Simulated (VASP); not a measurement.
Input:

```yaml
crystal:
  lattice:
    - [1.69788, -5.63820, 0.00000]
    - [1.69788, 5.63820, 0.00000]
    - [0.00000, 0.00000, 4.73158]
  atoms:
    - { symbol: P, position: [0.09561, 0.90439, 0.90985] }
    - { symbol: P, position: [0.40439, 0.59561, 0.40985] }
    - { symbol: P, position: [0.59561, 0.40439, 0.59015] }
    - { symbol: P, position: [0.90439, 0.09561, 0.09015] }
```

Method: vdW-DF2, VASP's PBE PAW potentials (set 64) (plane waves; VASP). Settings: 520 eV cut-off, 8×8×5 Γ-centred mesh, tetrahedra with Blöchl corrections, potentials P.

The cores are frozen, which limits the accuracy of field gradients.

Question: Give the principal components of the electric field gradient (V/Å²) and the asymmetry η at each nucleus.

Answer: 
| atom | Vxx | Vyy | Vzz | η |
|---|---|---|---|---|
| P1 | 44.5 | 37.2 | -81.7 | 0.09 |
| P2 | 44.5 | 37.2 | -81.7 | 0.09 |
| P3 | 44.5 | 37.2 | -81.7 | 0.09 |
| P4 | 44.5 | 37.2 | -81.7 | 0.09 |

The compound is P in the black structure. It was relaxed first, which changed the volume by +19 %.
